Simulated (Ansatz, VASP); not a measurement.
# ZnO (zincite): VASP beside Ansatz, part 3 of 3

Wanted: the spread between two codes on one cell, functional and k mesh. The cell is taken from a series of runs on this material, whose earlier steps may have relaxed, scaled, displaced or heated it; both programs get it as it stands.

VASP 6.6.1 and Ansatz 0.2.0.

So far: Starting point; VASP: zone-centre phonons, PBE.

## (3) Ansatz: zone-centre phonons, PBE

Level of this step: Ansatz beside VASP: Kohn-Sham DFT, plane waves, PBE (Ansatz).

Ansatz runs on its PAW soft_1 files.

The same cell, functional and mesh now go to Ansatz, which takes its cutoff from its data sets.

input.yaml

```yaml
crystal:
  lattice:
    - [3.1905732432, 0.0, 0.0]
    - [-1.5952866216, 2.7631174812, 0.0]
    - [0.0, 0.0, 5.1473391017]
  atoms:
    - { symbol: O, position: [0.6666666667, 0.3333333333, 0.3790555417] }
    - { symbol: O, position: [0.3333333333, 0.6666666667, 0.8790555417] }
    - { symbol: Zn, position: [0.3333333333, 0.6666666667, 0.4999544583] }
    - { symbol: Zn, position: [0.6666666667, 0.3333333333, -4.55417e-05] }
kpoints:
  mp_grid: { grid: [15, 15, 10] }
hamiltonian:
  xc: pbe
  pseudopotentials: { kind: paw, azcp: { folder: soft_1 } }
scf:
  occupations: { method: fixed }
output:
  eigenvalues: true
phonons:
  method: dfpt
  dielectric: true
  rigid_motions: translations
```

Started as:

```console
$ ansatz run input.yaml --threads 4 --pin off --max-ram 16384MiB --backend cpu --events-out ev --progress --plain --runs-dir out
```

Numbers of over 12 decimals in the logs are rounded to 6 here.

Log:

```text
Engine: ansatz 0.2.0, aarch64-unknown-linux-gnu
Pseudopotentials: kind: paw
Pseudopotential: O, paw, valence charge 6, recommended cutoff 420 eV (normal), soft_1/O.paw.azcp
Pseudopotential: Zn, paw, valence charge 12, recommended cutoff 420 eV (normal), soft_1/Zn.paw.azcp
Functional definition: PBE
  parameter kappa = 0.804
  parameter beta = 0.066725
  exchange = pbe_x(kappa = kappa, mu = beta*pi^2/3)
  correlation = pbe_c(beta = beta)
Crystal: 4 atoms, lattice volume = 45.379 Å³
Basis set: ecut = 420 eV, 905 PW (Γ), exchange–correlation on 48×48×72 points (8 copies of the dense FFT grid, shifted against one another)
Bands: 22, of which v1, the nominal top of the filled ones, is band 18 counted from 1 (17 counted from 0)
Symmetry: 12 space group operations
k-points: 608 of 2250 (irreducible under 2 space group operations, time reversal used)
Non-local potential: O, projectors of the file, l = 0: 2, l = 1: 2, l = 2: 1
Non-local potential: Zn, projectors of the file, l = 0: 2, l = 1: 2, l = 2: 3, l = 3: 1
PAW form: soft (Blöchl's): semilocal exchange-correlation on the pseudo side does not see the compensation charge
PAW one-centre angular grid: O, 110 points (default); XC on 64 Gauss nodes
PAW one-centre angular grid: Zn, 590 points (default); XC on 64 Gauss nodes
Initial density: superposition of atomic densities (chi_scale 0.1, normalization cell, long waves kept (reshape's long-wave potential 0.00 eV rms))
Initial wavefunctions: pseudopotential atomic-orbital guess
Functional: x = pbe(κ = 0.804, μ = 0.219515), c = pbe(β = 0.066725)
SCF iter   1: F=—  HF=-7774.478538 eV  |F-HF|=—  |Δ(HF+E_count)|=         —  Δρ=1.11e-1  dr2=3.02e0  ethr=3.10e-3  ⟨swp⟩=4.4  Hψ=62840  notcnv=0  defer=1110
preconditioner: auto → Resta (q_TF=auto, 2.625 Å⁻¹)  ε∞=6.4  [insulator: Δε(μ)=1.420 eV  Ē_g=14.217 eV  n_scr=22 (ndim 8)  ℏωp=33.1 eV  f_vac=0.000  ε∞_Penn≈6.4]
SCF iter   2: F=—  HF=-7773.658252 eV  |F-HF|=—  |Δ(HF+E_count)|=   8.20e-1  Δρ=2.40e-2  dr2=2.34e-1  ethr=3.10e-3  ⟨swp⟩=2.1  Hψ=30152  notcnv=0  defer=492
SCF iter   3: F=—  HF=-7773.554512 eV  |F-HF|=—  |Δ(HF+E_count)|=   1.04e-1  Δρ=1.94e-2  dr2=1.38e-1  ethr=6.51e-4  ⟨swp⟩=2.0  Hψ=29207  notcnv=0  defer=1193
SCF iter   4: F=—  HF=-7773.545867 eV  |F-HF|=—  |Δ(HF+E_count)|=   8.64e-3  Δρ=7.54e-3  dr2=1.38e-2  ethr=3.84e-4  ⟨swp⟩=2.0  Hψ=24304  notcnv=0  defer=1208
SCF iter   5: F=—  HF=-7773.556130 eV  |F-HF|=—  |Δ(HF+E_count)|=   1.03e-2  Δρ=3.33e-3  dr2=2.92e-3  ethr=3.84e-5  ⟨swp⟩=3.0  Hψ=30272  notcnv=0  defer=1212
SCF iter   6: F=—  HF=-7773.555855 eV  |F-HF|=—  |Δ(HF+E_count)|=   2.75e-4  Δρ=1.18e-3  dr2=3.71e-4  ethr=8.12e-6  ⟨swp⟩=2.7  Hψ=24578  notcnv=0  defer=1212
SCF iter   7: F=—  HF=-7773.556161 eV  |F-HF|=—  |Δ(HF+E_count)|=   3.07e-4  Δρ=4.04e-4  dr2=3.64e-5  ethr=1.03e-6  ⟨swp⟩=2.0  Hψ=24324  notcnv=0  defer=1212
SCF iter   8: F=—  HF=-7773.556183 eV  |F-HF|=—  |Δ(HF+E_count)|=   2.21e-5  Δρ=4.72e-5  dr2=1.03e-6  ethr=1.01e-7  ⟨swp⟩=2.0  Hψ=23781  notcnv=0  defer=416
SCF iter   9: F=—  HF=-7773.556186 eV  |F-HF|=—  |Δ(HF+E_count)|=   2.38e-6  Δρ=1.15e-5  dr2=4.25e-8  ethr=2.87e-9  ⟨swp⟩=2.0  Hψ=24190  notcnv=0
SCF iter  10: F=—  HF=-7773.556186 eV  |F-HF|=—  |Δ(HF+E_count)|=   3.37e-8  Δρ=1.33e-6  dr2=9.16e-10  ethr=1.18e-10  ⟨swp⟩=2.0  Hψ=22845  notcnv=0
SCF iter  11: F=-7773.556186 eV  HF=-7773.556186 eV  |F-HF|=9.09e-13  |Δ(HF+E_count)|=  7.59e-10  Δρ=3.45e-7  dr2=4.25e-11  ethr=1.00e-12  ⟨swp⟩=8.5  Hψ=83497  notcnv=0
SCF 1 converged in 11 iterations: F = -7773.556186 eV  dr2 = 4.25e-11
  greatest PAW one-centre occupation: 0.988 electrons in one spin orbital (limit 2), on the Zn atom at site 3 (counted from 0), in its partial waves of l = 2
NSCF: frozen V_eff on 4 k-points
DFPT response loops at Γ: preconditioner auto → Resta (q_TF=auto, 2.625 Å⁻¹)  ε∞=8.4 (no band partly filled); β = 1.00, the filter's whole step (`scf.mixing.beta` (0.50) is not read by the response loops at its default; to damp them type it under 1.00, their step now; it binds the ground state too); Broyden in place of MSR1
── the response to a field inside a basis, on 16×16×10 k-points: an SCF that follows is theirs, and a resumed run solves both again ──
Bands: 19, of which v1, the nominal top of the filled ones, is band 18 counted from 1 (17 counted from 0)
k-points: 360 of 2560 (irreducible under 4 space group operations, time reversal used)
Initial density: handed on by an earlier stage of this run
Initial wavefunctions: pseudopotential atomic-orbital guess (no wavefunctions were taken with the density)
Eigensolver: Dense (360 Hₖ)
SCF iter   1: F=—  HF=-7773.556652 eV  |F-HF|=—  |Δ(HF+E_count)|=         —  Δρ=4.90e-4  dr2=2.83e-5  ethr=1.00e-1
preconditioner: auto → Resta (q_TF=auto, 2.625 Å⁻¹)  ε∞=10.8  [insulator: Δε(μ)=1.054 eV  Ē_g=10.579 eV  n_scr=22 (ndim 8)  ℏωp=33.1 eV  f_vac=0.029  ε∞_Penn≈10.8]
SCF iter   2: F=—  HF=-7773.556657 eV  |F-HF|=—  |Δ(HF+E_count)|=   5.00e-6  Δρ=4.90e-4  dr2=4.86e-5  ethr=7.86e-8
SCF iter   3: F=—  HF=-7773.556655 eV  |F-HF|=—  |Δ(HF+E_count)|=   1.57e-6  Δρ=8.21e-5  dr2=7.66e-7  ethr=7.86e-8
SCF iter   4: F=—  HF=-7773.556651 eV  |F-HF|=—  |Δ(HF+E_count)|=   4.56e-6  Δρ=2.89e-5  dr2=1.36e-7  ethr=2.13e-9
SCF iter   5: F=-7773.556651 eV  HF=-7773.556651 eV  |F-HF|=5.45e-8  |Δ(HF+E_count)|=   4.41e-7  Δρ=1.99e-5  dr2=9.00e-8  ethr=3.77e-10
SCF 1 converged in 5 iterations: F = -7773.556651 eV  dr2 = 9.00e-8
  greatest PAW one-centre occupation: 0.987 electrons in one spin orbital (limit 2), on the Zn atom at site 3 (counted from 0), in its partial waves of l = 2
DFPT response loops at Γ: preconditioner auto → Resta (q_TF=auto, 2.625 Å⁻¹)  ε∞=7.5 (no band partly filled); β = 1.00, the filter's whole step (`scf.mixing.beta` (0.50) is not read by the response loops at its default; to damp them type it under 1.00, their step now; it binds the ground state too); Broyden in place of MSR1
WARN: field response: inside a basis, on 16×16×10 points, no mesh in reach settles it: take ε∞, Z* and everything formed from them with what they may err, as stated (eps_inf_uncertainty, zstar_uncertainty_e), and compare with field_mesh: kpoints on a denser kpoints.mp_grid
WARN: field response: ε∞ stands inside a basis, on 16×16×10 points; the force constants stand on the 15×15×10 k-mesh, whose period is 13.21 times the interband length at k = (0.0000, 0.0000, 0.0000), direct gap 0.859 eV, under 14: take them and everything formed from them as unconverged, and compare with a denser kpoints.mp_grid
SCF converged after 11 iterations
Free energy (F): -7773.556186 eV
Harris-Foulkes:  -7773.556186 eV  (|F-HF|=9.09e-13)
Internal energy: -7773.556186 eV  (E = F + TS)
E sigma→0 (E₀):  -7773.556186 eV
Fermi energy:    7.923544 eV
--- Per-component energies (eV) ---
  E_band       = 84.470307
  E_kinetic    = 633.697816
  E_local      = -4368.417740  (includes V_loc(G=0)·N_el)
  E_nonlocal   = 1756.491360
  E_hartree    = 1641.338173
  E_xc         = -299.489158
  E_vxc        = -284.168264  (∫ρ·V_xc dr)
  E_paw        = -4126.852038  (= ΣΔE_a)
  E_vpaw       = -935.810455  (= ΣTr[D̂ρ^β])
  E_aug_tail   = 0.001133  (compensation charges beyond the density's cutoff)
  E_ewald      = -3010.325733
  E_smearing   = -0.000000  (= −TS)
  E_closure    = 0.000000  (closes the sum)
  Σ components = -7773.556186   (vs F -7773.556186, Δ=0.00e0)
--- Band table (eV; the first three rows and the last of 608) ---
  k-point 0: bands = [... 14 lower, 7.0744, 7.8162, 7.9235, 7.9235, 8.7826, 13.3406, 16.2721, 21.1034]
  k-point 1: bands = [... 14 lower, 7.0957, 7.5649, 7.9033, 7.9033, 9.0684, 13.2468, 16.3534, 21.1024]
  k-point 2: bands = [... 14 lower, 7.1568, 7.1568, 7.8440, 7.8440, 9.6150, 12.9806, 16.5907, 20.9233]
  k-point 607: bands = [... 14 lower, 5.1145, 5.1746, 6.6419, 6.7816, 13.5612, 15.5818, 16.6479, 16.8528]
--- Phonons (Γ-DFPT): 4 representative perturbations + reference, on 608 of 2250 k-points (Σ response iterations 16) ---
  k mesh reduced under 2 symmetry operations, with k and −k counted as one. Each operation leaves every solved perturbation unchanged. A smaller set is not considered because the run solves the response to a homogeneous field
  ASR residual: 2.410e-4 → 0.000e0 eV/Å²; symmetrization residual: 3.094e-6 eV/Å²
  ASR residual per site (eV/Å²): 2.41e-4 2.41e-4 4.94e-5 4.94e-5
  Γ frequencies (cm⁻¹): 0.00 0.00 0.00 76.05 76.05 262.59 408.88 429.13 429.13 463.76 463.76 568.99
  ε∞ (high-frequency dielectric tensor):
        4.929022     0.000000    -0.000000
        0.000000     4.929022     0.000000
       -0.000000     0.000000     4.986616
  ε⁰ (static dielectric tensor: ions relaxed, cell fixed):
        8.906096     0.000000     0.000000
        0.000000     8.906096     0.000000
        0.000000     0.000000     9.597252
  ε⁰ − ε∞ (ionic part):
        3.977075     0.000000     0.000000
        0.000000     3.977075     0.000000
        0.000000     0.000000     4.610636
  softest optical mode at Γ: 76.05 cm⁻¹; the repairs (sum rule, projections) moved no ω² at Γ by more than (2.17 cm⁻¹)²
  Born effective charges Z* (e; rows j = field, columns β = displacement):
    site 0:
        -2.08346    0.00000   -0.00000
         0.00000   -2.08346   -0.00000
         0.00000    0.00000   -2.13740
    site 1:
        -2.08346   -0.00000    0.00000
         0.00000   -2.08346    0.00000
        -0.00000   -0.00000   -2.13740
    site 2:
         2.08346   -0.00000    0.00000
        -0.00000    2.08346    0.00000
         0.00000    0.00000    2.13740
    site 3:
         2.08346    0.00000    0.00000
         0.00000    2.08346   -0.00000
         0.00000   -0.00000    2.13740
  Z* charge neutrality: 1.935e-3 e pre-enforcement
  solved inside a basis spanned on kpoints, on 16×16×10 k-points, which do not settle them: ε∞ is read to err by 3.6e-2, Z* by 2.6e-2 e (field_mesh: kpoints solves on kpoints); Z* is corrected for what the basis lacks
  optical modes at Γ without the LO–TO term, one row a degenerate level:
      ω (cm⁻¹)  modes    IR ((D/Å)²/amu)
         76.05      2             0.0000
        262.59      1             0.0000
        408.88      1            16.3999
[...]
optical modes at Γ + LO–TO along q̂ = [1.0000, 0.0000, 0.0000]:
      ω (cm⁻¹)  modes    IR ((D/Å)²/amu)
[...]
optical modes at Γ + LO–TO along q̂ = [0.0000, 1.0000, 0.0000]:
      ω (cm⁻¹)  modes    IR ((D/Å)²/amu)
[...]
568.99      1             0.0000
        576.84      1            15.5825
  optical modes at Γ + LO–TO along q̂ = [0.0000, 0.0000, 1.0000]:
      ω (cm⁻¹)  modes    IR ((D/Å)²/amu)
         76.05      2             0.0000
        262.59      1             0.0000
        429.13      2            31.1650
        463.76      2             0.0000
        567.24      1            16.3999
        568.99      1             0.0000
```

The column dr2 measures how far the density is from self-consistency, as an energy; F and HF (Harris–Foulkes) agree once it is small.

## (4) Side by side

Known differences besides the potentials themselves: fixed occupations in Ansatz, narrow Gaussian smearing in VASP; VASP's response is taken on the typed mesh, Ansatz refines its own for the field response alone; the cutoff is 420 eV in Ansatz and 600 eV in VASP; VASP's log repeats an internal error in its field response. Total energies have different zeros and are not compared.

Compared:

```csv
quantity,Ansatz,VASP,difference
ε∞ xx,4.93,4.97,-0.74 %
ε∞ yy,4.93,4.97,-0.74 %
ε∞ zz,4.99,4.98,+0.06 %
Born charge of O1 (mean of the diagonal) (e),-2.10,-2.10,0.00
Born charge of Zn3 (mean of the diagonal) (e),2.10,2.10,0.00
optical mode 1 to 2 (cm⁻¹),76.0,72.9,+4.31 %
optical mode 3 (cm⁻¹),262.6,264.5,-0.72 %
optical mode 4 (cm⁻¹),408.9,417.2,-1.99 %
optical mode 5 to 6 (cm⁻¹),429.1,437.4,-1.90 %
optical mode 7 to 8 (cm⁻¹),463.8,473.1,-1.98 %
optical mode 9 (cm⁻¹),569.0,575.1,-1.07 %
```

Modes are paired by rising frequency, not by their patterns, so a pair may set unlike modes beside each other; they are those without the splitting of longitudinal modes.

## (5) Summary of results

| Property | Result |
| --- | --- |
| r.m.s. difference of the optical zone-centre modes, each program's sorted by frequency (zone-centre phonons, PBE) | 7.0 cm⁻¹ |
| difference in optical mode 1 to 2 (zone-centre phonons, PBE) | +4.3 % |

In words: The r.m.s. difference of the optical zone-centre modes, each program's sorted by frequency is 7.0 cm⁻¹ (zone-centre phonons, PBE). Among the rows given in per cent, the largest difference of the zone-centre phonons, PBE pair is in optical mode 1 to 2, +4.3 %. Such differences can come from data sets, numerical settings and the points named under the comparisons, not from the functional's error against experiment.

[Lines on the potential files, build, host, timing and source positions are cut from VASP's logs without a mark.]

[Logs are printed without paths, hosts, clocks, repeated set-up lines and the standing remarks that a program may print on its own settings, such as how far it seeks lower states.]

[Hosts, paths, dates, database ids (printed as entryN), source tags and the programs' standing remarks are cut or masked in the printed files.]
